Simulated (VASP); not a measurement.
Here is the system:

```
Li
1.0
   -1.74500     1.74500     1.74500
    1.74500    -1.74500     1.74500
    1.74500     1.74500    -1.74500
Li
1
Cartesian
  0.00000   0.00000   0.00000
```

Method: PBE GGA with D3 dispersion (zero damping), VASP's PBE PAW potentials (set 64) (plane waves; VASP 6.6.1). Settings: 520 eV cut-off, 13×13×13 Γ-centred mesh, first-order Methfessel-Paxton smearing of 0.10 eV, potentials Li_sv.

Energy and stress use the plane-wave basis of the starting cell.

Task: The ions, cell shape and volume are relaxed. Give the cell that the relaxation ends in.

Result: 
```
Li
1.0
   -1.68022     1.68022     1.68022
    1.68022    -1.68022     1.68022
    1.68022     1.68022    -1.68022
Li
1
Cartesian
 -1.68022   1.68022   1.68022
```
Space group Im-3m (229), at a tolerance of 0.03 Å.

Task: How do energy and volume change from the first to the last step?

Result: The energy (σ→0) changes by -9.9 meV/atom and the volume by -10.7 %, in 4 ionic steps.

The compound is Li in the bcc structure. This run relaxes it. Symmetry was kept, so distortions that lower it aren't found.
